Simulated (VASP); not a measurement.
Given:

```xyz
2
Lattice="0.0000 3.3453 3.3453 3.3453 0.0000 3.3453 3.3453 3.3453 0.0000" Properties=species:S:1:pos:R:3 pbc="T T T"
Hg     0.0000     0.0000     0.0000
Te     1.6726     1.6726     1.6726
```

All values below come from PBE GGA, VASP's PBE PAW potentials (set 64) (plane waves; VASP). Numerical set-up: 300 eV cut-off, 7×7×7 Γ-centred mesh, Gaussian smearing of 0.20 eV, potentials Hg Te.

Give the energies of bands 2 to 12 at the high-symmetry points, in eV from the Fermi level.

| band | Γ | X | U | L | W |
|---|---|---|---|---|---|
| 2 | -6.80 | -6.62 | -6.64 | -6.70 | -6.61 |
| 3 | -6.80 | -6.54 | -6.58 | -6.70 | -6.59 |
| 4 | -6.80 | -6.54 | -6.46 | -6.37 | -6.42 |
| 5 | -6.38 | -6.34 | -6.36 | -6.37 | -6.40 |
| 6 | -6.38 | -6.04 | -5.97 | -6.15 | -5.92 |
| 7 | -0.97 | -4.90 | -4.90 | -4.85 | -4.94 |
| 8 | 0.00 | -1.86 | -2.41 | -0.80 | -2.16 |
| 9 | 0.00 | -1.86 | -1.54 | -0.80 | -2.13 |
| 10 | 0.00 | 1.90 | 2.22 | 0.69 | 2.84 |
| 11 | 4.40 | 2.75 | 4.04 | 5.12 | 4.70 |
| 12 | 4.40 | 7.87 | 6.97 | 5.12 | 5.24 |

It has no gap at this level: it comes out as a metal or semimetal.

The structure comes from a computed database's HgTe entry; how it stands against other phases isn't given here. The cell was not relaxed at this level.
